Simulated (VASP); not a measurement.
```xyz
3
Lattice="1.8172 -3.1476 0.0000 1.8172 3.1476 0.0000 0.0000 0.0000 5.7180" Properties=species:S:1:pos:R:3 pbc="T T T"
Zr     0.0000     0.0000     0.0000
S      1.8172     1.0492     1.4601
S      1.8172    -1.0492     4.2579
```

All values below come from PBE GGA with D3 dispersion (Becke-Johnson damping), VASP's PBE PAW potentials (set 64) (plane waves; VASP). Run with 520 eV cut-off, 8×8×5 Γ-centred mesh, tetrahedra with Blöchl corrections, potentials Zr_sv S.

The cores are frozen, which limits the accuracy of field gradients.

Give the principal components of the electric field gradient (V/Å²) and the asymmetry η at each nucleus.

```tsv
atom	Vxx	Vyy	Vzz	η
Zr1	7.1	7.1	-14.2	0.00
S2	-1.3	-1.3	2.5	0.00
S3	-1.3	-1.3	2.5	0.00
```

The compound is ZrS2 in the 1T layered structure. It was relaxed first.
